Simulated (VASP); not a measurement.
Given:

```
LiH
1.0
    0.00000     1.97003     1.97003
    1.97003     0.00000     1.97003
    1.97003     1.97003     0.00000
Li H
1 1
Direct
  0.00000   0.00000   0.00000
  0.50000   0.50000   0.50000
```

All values below come from MS2 meta-GGA, VASP's PBE PAW potentials (set 64) (plane waves; VASP 6.6.1). Run with 520 eV cut-off, 13×13×13 Γ-centred mesh, tetrahedra with Blöchl corrections, potentials Li_sv H.

Predict the energy per atom (σ→0), band gap (over mesh and band path) with the smallest direct gap where there is one.

- band gap (over mesh and band path): 3.48 eV
- smallest direct gap (over mesh and band path): 3.48 eV
- energy per atom (σ→0): -357.0 kJ/mol of atoms

Only differences to runs with the same potentials and settings are physical.

The compound is LiH in the rock salt structure. It was relaxed first, which changed the volume by -10 %.
